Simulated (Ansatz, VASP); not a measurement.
# MoCl6: VASP beside Ansatz

One calculation is typed for both programs; each brings its own data sets. How far apart do they land? The cell is taken from a series of runs on this material, whose earlier steps may have relaxed, scaled, displaced or heated it; both programs get it as it stands. Other levels of theory on this material are compared in a session of their own.

Calculated with Ansatz 0.2.0; plane waves, with VASP 6.6.1 beside it; single point at r2SCAN.

**1. Starting point**

It takes space group P-31m (No. 162, trigonal). The conventional cell has a = 6.173 Å, b = 6.173 Å, c = 5.216 Å, α = 90.00°, β = 90.00°, γ = 120.00°. Mo has 6 Cl at 2.29 Å nearest. Nearest to Cl lie 1 Mo at 2.29 Å. Farther neighbours and most contacts between anions are not listed.

**2. VASP: single point, r2SCAN**

With cell and atoms fixed, the geometry can't cause a difference; cores, projectors, grids and the points listed under the comparison can.

Lines of VASP's logs that name or quote its potential files are left out, and so is its time.

Input file INCAR:

```
SYSTEM = MoCl6
PREC = Accurate
ENCUT = 440
EDIFF = 1E-06
NELM = 120
ISMEAR = 0
SIGMA = 0.01
LREAL = .FALSE.
ALGO = Normal
METAGGA = R2SCAN
LASPH = .TRUE.
NBANDS = 35
LORBIT = 11
LWAVE = .FALSE.
LCHARG = .FALSE.
ISIF = 2
GGA_COMPAT = .FALSE.
EFERMI = MIDGAP
LMIXTAU = .TRUE.
KPAR = 2
```

Input file POSCAR:

```
MoCl6
1.0
    6.1734763146      0.0000000000      0.0000000000
   -3.0867381573      5.3463873181      0.0000000000
    0.0000000000      0.0000000000      5.2159194200
Mo Cl
1 6
Direct
    0.0000000000      0.0000000000      0.5000000000
    0.3036071400      0.3036071400      0.2461246408
    0.0000000000      0.6963928600      0.2461246408
    0.6963928600      0.0000000000      0.2461246408
    0.0000000000      0.3036071400      0.7538753592
    0.3036071400      0.0000000000      0.7538753592
    0.6963928600      0.6963928600      0.7538753592
```

Input file KPOINTS:

```
Automatic mesh
0
Gamma
6 6 4
0 0 0
```

Potentials, in the order of the species: Mo_sv and Cl (PBE family, release 64).

The run is started by

```console
mpirun -np 2 vasp_std
```

Numbers of over 12 decimals in the logs are rounded to 6 here.

The program printed:

```text
[banner, memory and clock lines left out]
running    2 mpi-ranks, on    1 nodes
 distrk:  each k-point on    1 cores,    2 groups
 distr:  one band on    1 cores,    1 groups

 POSCAR found type information on POSCAR MoCl
 POSCAR found :  2 types and       7 ions
|                                                                             |
|               ----> ADVICE to this user running VASP <----                  |
|                                                                             |
|     You enforced a specific xc type in the INCAR file but a different       |
|     [... a line on the potential file left out ...]
|     I HOPE YOU KNOW WHAT YOU ARE DOING!                                     |
|                                                                             |

 LDA part: xc-table for (None), standard interpolation
 POSCAR, INCAR and KPOINTS ok, starting setup
 FFT: planning ... GRIDC
 FFT: planning ... GRID_SOFT
 FFT: planning ... GRID
 WAVECAR not read
 entering main loop
       N       E                     dE             d eps       ncg     rms          rms(c)
DAV:   1     0.342874919812E+03    0.34287E+03   -0.27044E+04  1904   0.128E+03
DAV:   2    -0.637400664496E+02   -0.40661E+03   -0.39916E+03  2242   0.293E+02
DAV:   3    -0.901457644568E+02   -0.26406E+02   -0.26258E+02  1965   0.766E+01
DAV:   4    -0.905119193150E+02   -0.36615E+00   -0.36560E+00  2045   0.104E+01
DAV:   5    -0.905186587900E+02   -0.67395E-02   -0.67380E-02  2014   0.141E+00    0.306E+01
DAV:   6    -0.759727584800E+02    0.14546E+02   -0.36036E+01  1680   0.341E+01    0.152E+01
DAV:   7    -0.691690922304E+02    0.68037E+01   -0.14487E+01  1686   0.232E+01    0.697E+00
DAV:   8    -0.682283978655E+02    0.94069E+00   -0.17273E+00  1809   0.837E+00    0.335E+00
DAV:   9    -0.682652045348E+02   -0.36807E-01   -0.11335E+00  1767   0.669E+00    0.283E+00
DAV:  10    -0.685876432523E+02   -0.32244E+00   -0.42295E-01  1752   0.434E+00    0.488E-01
DAV:  11    -0.687075460286E+02   -0.11990E+00   -0.74485E-02  1722   0.206E+00    0.527E-01
DAV:  12    -0.687134132438E+02   -0.58672E-02   -0.66690E-02  1809   0.152E+00    0.352E-01
DAV:  13    -0.687245912795E+02   -0.11178E-01   -0.10795E-02  1785   0.769E-01    0.162E-01
DAV:  14    -0.687270370874E+02   -0.24458E-02   -0.91968E-04  1811   0.227E-01    0.750E-02
DAV:  15    -0.687271122812E+02   -0.75194E-04   -0.73383E-04  1803   0.171E-01    0.182E-02
DAV:  16    -0.687273641205E+02   -0.25184E-03   -0.17238E-04  1788   0.115E-01    0.158E-02
DAV:  17    -0.687273811558E+02   -0.17035E-04   -0.53977E-06  1930   0.193E-02    0.555E-03
DAV:  18    -0.687273879366E+02   -0.67809E-05   -0.49564E-06  1791   0.187E-02    0.316E-03
DAV:  19    -0.687273892271E+02   -0.12904E-05   -0.87202E-07  1032   0.692E-03    0.129E-03
DAV:  20    -0.687273893758E+02   -0.14871E-06   -0.28049E-07  1035   0.447E-03
   1 F= -.68727389E+02 E0= -.68727389E+02  d E =0.000000E+00
```

From OUTCAR (step 2):

```text
ion  position               nearest neighbor table
   1  0.000  0.000  0.500-   2 2.29   3 2.29   5 2.29   7 2.29   6 2.29   4 2.29
   2  0.304  0.304  0.246-   1 2.29
   3  0.000  0.696  0.246-   1 2.29
   4  0.696  0.000  0.246-   1 2.29
   5  0.000  0.304  0.754-   1 2.29
   6  0.304  0.000  0.754-   1 2.29
   7  0.696  0.696  0.754-   1 2.29

  LATTYP: Found a hexagonal cell.
 ALAT       =     6.1734763146
 C/A-ratio  =     0.8448917845

 Subroutine GETGRP returns: Found 12 space group operations
 (whereof 12 operations were pure point group operations)

The static configuration has the point symmetry D_3d.

 Found     24 irreducible k-points:

   k-points           NKPTS =     24   k-points in BZ     NKDIM =     24   number of bands    NBANDS=     35

   dimension x,y,z NGX =    42 NGY =   42 NGZ =   36
   dimension x,y,z NGXF=    84 NGYF=   84 NGZF=   72

   ENCUT  =  440.0 eV  32.34 Ry    5.69 a.u.  10.56 10.56  8.92*2*pi/ulx,y,z

   NELECT =      56.0000    total number of electrons

 k-points in reciprocal lattice and weights: Automatic mesh
   0.00000000  0.00000000  0.00000000       0.007
   0.16666667  0.00000000  0.00000000       0.042
   0.33333333  0.00000000  0.00000000       0.042
   0.50000000  0.00000000  0.00000000       0.021
   0.16666667  0.16666667  0.00000000       0.042
   0.33333333  0.16666667  0.00000000       0.083
   0.33333333  0.33333333  0.00000000       0.014
   0.00000000  0.00000000  0.25000000       0.014
   0.16666667  0.00000000  0.25000000       0.083
[...]
0.33333333  0.16666667  0.50000000       0.083
   0.33333333  0.33333333  0.50000000       0.014

 average (electrostatic) potential at core
       1 -87.5510       2 -96.7122       3 -96.7122       4 -96.7122       5 -96.7122
       6 -96.7122       7 -96.7122

 E-fermi :   1.2169

 k-point     1 :       0.0000    0.0000    0.0000
  band No.  band energies     occupation
    ...
     24      -0.0581      2.00000
     25       0.0315      2.00000
     26       0.2252      2.00000
     27       0.2252      2.00000
     28       0.7509      2.00000
     29       1.6830      0.00000
     30       2.3409      0.00000
     31       2.3409      0.00000
     32       4.9372      0.00000
     33       4.9372      0.00000
    ...

 k-point     2 :       0.1667    0.0000    0.0000
  band No.  band energies     occupation
    ...
     24      -0.1140      2.00000
     25       0.0171      2.00000
     26       0.0910      2.00000
     27       0.2410      2.00000
     28       0.6904      2.00000
     29       1.7334      0.00000
     30       2.2955      0.00000
     31       2.3997      0.00000
     32       4.9827      0.00000
     33       5.0787      0.00000
    ...

 k-point     3 :       0.3333    0.0000    0.0000
  band No.  band energies     occupation
    ...
     24      -0.1614      2.00000
     25      -0.0808      2.00000
     26       0.0612      2.00000
     27       0.4173      2.00000
     28       0.5436      2.00000
     29       1.7742      0.00000
     30       2.1852      0.00000
     31       2.5073      0.00000
     32       5.0547      0.00000
     33       5.4174      0.00000
    ...

  Total        0.3343952      0.3343952      2.7536945      0.0000000     -0.0000000      0.0000000
  in kB        3.1120712      3.1120712     25.6274420      0.0000000     -0.0000000      0.0000000
  external PRESSURE =      10.6171948 kB  Pullay stress =       0.0000000 kB

  energy-cutoff  :      440.00
  volume of cell :      172.16
      direct lattice vectors                 reciprocal lattice vectors
     6.173476315  0.000000000  0.000000000     0.161983289  0.093521096  0.000000000
    -3.086738157  5.346387318  0.000000000     0.000000000  0.187042191  0.000000000
     0.000000000  0.000000000  5.215919420     0.000000000  0.000000000  0.191720753

 POSITION                                       TOTAL-FORCE (eV/Angst)
 -----------------------------------------------------------------------------------
      0.00000      0.00000      2.60796        -0.000000     -0.000000     -0.000000
      0.93716      1.62320      1.28377         0.023476      0.040661      0.183102
     -2.14958      3.72319      1.28377         0.023476     -0.040661      0.183102
      4.29916      0.00000      1.28377        -0.046952     -0.000000      0.183102
     -0.93716      1.62320      3.93215        -0.023476      0.040661     -0.183102
      1.87431      0.00000      3.93215         0.046952     -0.000000     -0.183102
      2.14958      3.72319      3.93215        -0.023476     -0.040661     -0.183102
 -----------------------------------------------------------------------------------
    total drift:                               -0.000000      0.000000      0.000000

  FREE ENERGIE OF THE ION-ELECTRON SYSTEM (eV)
  ---------------------------------------------------
  free  energy   TOTEN  =       -68.7273893758 eV

  energy  without entropy=      -68.7273893758  energy(sigma->0) =      -68.72738938

 total charge
# of ion       s       p       d       tot
------------------------------------------
    1        2.330   6.273   3.434  12.037
    2        1.623   3.503   0.000   5.126
    3        1.623   3.503   0.000   5.126
    4        1.623   3.503   0.000   5.126
    5        1.623   3.503   0.000   5.126
    6        1.623   3.503   0.000   5.126
    7        1.623   3.503   0.000   5.126
--------------------------------------------------
tot         12.071  27.290   3.434  42.795

[... 3 further parts left out ...]
```

The run ends at a pressure of 1.06 GPa, with forces up to 0.19 eV/Å.

**3. Ansatz: single point, r2SCAN**

Ansatz runs on PAW files that the input asks for by source.

The same cell, functional and mesh now go to Ansatz, which takes its cutoff from its data sets.

Input file input.yaml:

```yaml
crystal:
  lattice:
    - [6.1734763146, 0.0, 0.0]
    - [-3.0867381573, 5.3463873181, 0.0]
    - [0.0, 0.0, 5.21591942]
  atoms:
    - { symbol: Mo, position: [0.0, 0.0, 0.5] }
    - { symbol: Cl, position: [0.30360714, 0.30360714, 0.2461246408] }
    - { symbol: Cl, position: [1.0, 0.69639286, 0.2461246408] }
    - { symbol: Cl, position: [0.69639286, 0.0, 0.2461246408] }
    - { symbol: Cl, position: [1.0, 0.30360714, 0.7538753592] }
    - { symbol: Cl, position: [0.30360714, 0.0, 0.7538753592] }
    - { symbol: Cl, position: [0.69639286, 0.69639286, 0.7538753592] }
kpoints:
  mp_grid: { grid: [6, 6, 4] }
hamiltonian:
  xc: r2scan
  pseudopotentials: { kind: paw, source: ansatz }
scf:
  occupations: { method: fixed }
  n_extra_bands: 6
  lower_state_search: "off"
  convergence: { dr2_threshold: 1.0e-09 }
output:
  eigenvalues: true
```

The run is started by

```console
ansatz run input.yaml --threads 4 --pin off --max-ram 18432MiB --backend cpu --events-out ev --progress --plain --runs-dir out
```

The program printed:

```text
scf.n_extra_bands = 6 over 28 filled bands (N_el = 56.0): the run solves 34 bands
Engine: ansatz 0.2.0, aarch64-unknown-linux-gnu
Pseudopotentials: kind: paw
Pseudopotential: Mo, paw, valence charge 14, recommended cutoff 500 eV (normal), Mo.paw.azcp
Pseudopotential: Cl, paw, valence charge 7, recommended cutoff 660 eV (normal), Cl.paw.azcp
Functional definition: r2SCAN
  parameter k0 = 0.174
  parameter k1 = 0.065
  parameter a1 = 4.9479
  exchange = r2scan_x(k0 = k0, k1 = k1, a1 = a1)
  correlation = r2scan_c
Crystal: 7 atoms, lattice volume = 172.156 Å³
Basis set: ecut = 660 eV, 6591 PW (Γ), exchange–correlation on 216×216×180 points (64 copies of the dense FFT grid, shifted against one another)
Bands: 34, of which v1, the nominal top of the filled ones, is band 28 counted from 1 (27 counted from 0)
Symmetry: 12 space group operations
Space group: P-31m (ITA 162), of the structure as read, at distance tolerance 5.6e-5 Å
k-points: 24 of 144
Non-local potential: Mo, projectors of the file, l = 0: 3, l = 1: 3, l = 2: 2, l = 3: 2
Non-local potential: Cl, projectors of the file, l = 0: 2, l = 1: 2, l = 2: 2, l = 3: 1
PAW form: soft (Blöchl's): semilocal exchange-correlation on the pseudo side does not see the compensation charge
PAW frozen core: Mo, regenerated for the run's functional (the file was generated under x = pbe(κ = 0.804, μ = 0.219515), c = pbe(β = 0.066725))
PAW frozen core: Cl, regenerated for the run's functional (the file was generated under x = pbe(κ = 0.804, μ = 0.219515), c = pbe(β = 0.066725))
PAW one-centre angular grid: Mo, 590 points (default); XC on 203 of its mesh's 507 points in the sphere
PAW one-centre angular grid: Cl, 302 points (default); XC on 160 Gauss nodes
Initial density: superposition of atomic densities (chi_scale 0.1, normalization cell, long waves kept (reshape's long-wave potential 0.04 eV rms))
Initial wavefunctions: pseudopotential atomic-orbital guess
Functional: x = r2scan, c = r2scan; τ floored in thin density (d = 2e-4 eV/Å³)
SCF iter   1: F=-11473.794880 eV  HF=-11475.371453 eV  |F-HF|=1.58e0  |Δ(HF+E_count)|=         —  Δρ=4.86e-2  dr2=3.00e0  dr2_τ=3.07e-1  ethr=3.10e-3  ⟨swp⟩=5.9  Hψ=3660  notcnv=0  defer=81
preconditioner: auto → Resta (q_TF=auto, 2.263 Å⁻¹)  ε∞=5.6  [insulator: Δε(μ)=0.821 eV  Ē_g=9.149 eV  n_scr=26 (ndim 8)  ℏωp=19.6 eV  f_vac=0.035  ε∞_Penn≈5.6]
SCF iter   2: F=-11474.790234 eV  HF=-11475.012399 eV  |F-HF|=2.22e-1  |Δ(HF+E_count)|=   3.59e-1  Δρ=2.69e-2  dr2=6.75e-1  dr2_τ=3.45e-2  ethr=3.10e-3  ⟨swp⟩=3.8  Hψ=1636  notcnv=0  defer=86
SCF iter   3: F=-11474.062411 eV  HF=-11475.078022 eV  |F-HF|=1.02e0  |Δ(HF+E_count)|=   6.56e-2  Δρ=1.58e-2  dr2=1.09e0  dr2_τ=2.48e-1  ethr=1.21e-3  ⟨swp⟩=3.0  Hψ=1667  notcnv=0  defer=85
SCF iter   4: F=-11474.954293 eV  HF=-11474.960370 eV  |F-HF|=6.08e-3  |Δ(HF+E_count)|=   1.18e-1  Δρ=3.97e-3  dr2=2.48e-2  dr2_τ=3.31e-3  ethr=1.21e-3  ⟨swp⟩=3.0  Hψ=1224  notcnv=0  defer=86
SCF iter   5: F=-11474.963693 eV  HF=-11474.964168 eV  |F-HF|=4.74e-4  |Δ(HF+E_count)|=   3.80e-3  Δρ=1.15e-3  dr2=2.14e-3  dr2_τ=5.90e-4  ethr=4.43e-5  ⟨swp⟩=3.5  Hψ=1552  notcnv=0  defer=93
SCF iter   6: F=-11474.964379 eV  HF=-11474.964387 eV  |F-HF|=7.75e-6  |Δ(HF+E_count)|=   2.19e-4  Δρ=1.75e-4  dr2=1.22e-4  dr2_τ=1.19e-5  ethr=3.83e-6  ⟨swp⟩=2.0  Hψ=1381  notcnv=0  defer=93
SCF iter   7: F=-11474.964410 eV  HF=-11474.964421 eV  |F-HF|=1.10e-5  |Δ(HF+E_count)|=   3.36e-5  Δρ=1.03e-4  dr2=2.13e-5  dr2_τ=4.08e-6  ethr=2.19e-7  ⟨swp⟩=2.1  Hψ=1466  notcnv=0  defer=82
SCF iter   8: F=-11474.964403 eV  HF=-11474.964404 eV  |F-HF|=2.87e-7  |Δ(HF+E_count)|=   1.70e-5  Δρ=2.27e-5  dr2=9.61e-7  dr2_τ=2.00e-7  ethr=3.80e-8  ⟨swp⟩=2.0  Hψ=1320  notcnv=0  defer=64
SCF iter   9: F=-11474.964315 eV  HF=-11474.964315 eV  |F-HF|=2.91e-8  |Δ(HF+E_count)|=   8.87e-5  Δρ=4.72e-6  dr2=6.50e-8  dr2_τ=7.00e-9  ethr=1.72e-9  ⟨swp⟩=2.0  Hψ=1368  notcnv=0  defer=24
SCF iter  10: F=-11474.964315 eV  HF=-11474.964315 eV  |F-HF|=5.98e-10  |Δ(HF+E_count)|=   6.94e-9  Δρ=9.42e-7  dr2=3.23e-9  dr2_τ=3.38e-10  ethr=1.16e-10  ⟨swp⟩=2.0  Hψ=1405  notcnv=0  defer=24
SCF iter  11: F=-11474.964315 eV  HF=-11474.964315 eV  |F-HF|=5.46e-11  |Δ(HF+E_count)|=  9.73e-10  Δρ=2.29e-7  dr2=1.49e-10  dr2_τ=6.56e-12  ethr=1.79e-12  ⟨swp⟩=15.2  Hψ=4015  notcnv=0
SCF 1 converged in 11 iterations: F = -11474.964315 eV  dr2 = 1.49e-10
  greatest PAW one-centre occupation: 0.987 electrons in one spin orbital (limit 2), on the Mo atom at site 0 (counted from 0), in its partial waves of l = 0
SCF converged after 11 iterations
Free energy (F): -11474.964315 eV
Harris-Foulkes:  -11474.964315 eV  (|F-HF|=5.46e-11)
Internal energy: -11474.964315 eV  (E = F + TS)
E sigma→0 (E₀):  -11474.964315 eV
Fermi energy:    2.615273 eV
--- Per-component energies (eV) ---
  E_band       = -463.293168
  E_kinetic    = 1500.368769
  E_local      = -3905.846719  (includes V_loc(G=0)·N_el)
  E_nonlocal   = 548.204757
  E_hartree    = 1242.724065
  E_xc         = -1024.731547
  E_vxc        = -1123.340422  (∫ρ·V_xc dr)
  E_paw        = -6977.032671  (= ΣΔE_a)
  E_vpaw       = -27.411153  (= ΣTr[D̂ρ^β])
  E_aug_tail   = 0.000086  (compensation charges beyond the density's cutoff)
  E_vtau       = 59.283157  (kinetic-family band-sum trace: ∫τ·v_τ [+ j·A + Jᵃ·Aᵃ] dr)
  E_ewald      = -2857.610816
  E_core_change = -1.040240  (= ΣΔE_core)
  E_smearing   = -0.000000  (= −TS)
  E_closure    = 0.000000  (closes the sum)
  Σ components = -11474.964315   (vs F -11474.964315, Δ=0.00e0)
--- Band table (eV; the first three rows and the last of 24) ---
  k-point 0: bands = [... 24 lower, 1.8990, 2.0884, 2.0884, 2.6153, 3.5314, 4.1920, 4.1920, 6.7855, ... 2 higher]
  k-point 1: bands = [... 24 lower, 1.9123, 1.9123, 2.2288, 2.2288, 3.8712, 4.0610, 4.0610, 7.1119, ... 2 higher]
  k-point 2: bands = [... 24 lower, 2.0491, 2.0491, 2.2193, 2.2193, 3.9072, 3.9072, 4.0238, 7.4772, ... 2 higher]
  k-point 23: bands = [... 24 lower, 1.6492, 2.1669, 2.1669, 2.2533, 4.0794, 4.0794, 4.1005, 6.7904, ... 2 higher]
```

In the SCF lines HF is the Harris–Foulkes energy and dr2 the Hartree energy of the density residual, in eV; the loop may stop once dr2 is under the threshold and the program's other checks hold. Hψ counts applications of the Hamiltonian.

**4. Side by side**

Known differences besides the potentials themselves: VASP keeps PBE cores, Ansatz makes them for the functional; fixed occupations in Ansatz, narrow Gaussian smearing in VASP; the cutoff is 660 eV in Ansatz and 440 eV in VASP. Total energies have different zeros and are not compared.

Both answers:

```csv
quantity,Ansatz,VASP,difference
gap on the k mesh (eV),0.916,0.932,-0.016
```

A gap on the mesh is an upper bound, since the band edges may lie between its points.

**5. Results**

```json
{"difference in gap on the k mesh (single point, r2SCAN)": "-0.016 eV"}
```

In words: The difference in gap on the k mesh is -0.016 eV (single point, r2SCAN), within the 0.08 eV picked in this series as the mark of a large difference. 7 further runs of this series are not shown here. How closely two codes agree says nothing of how well the functional describes the real material.

[Lines on the potential files, build, host, timing and source positions are cut from VASP's logs without a mark.]

[Logs are printed without paths, hosts, clocks, repeated set-up lines and the standing remarks that a program may print on its own settings, such as how far it seeks lower states.]

[Hosts, paths, dates, database ids (printed as entryN), source tags and the programs' standing remarks are cut or masked in the printed files.]
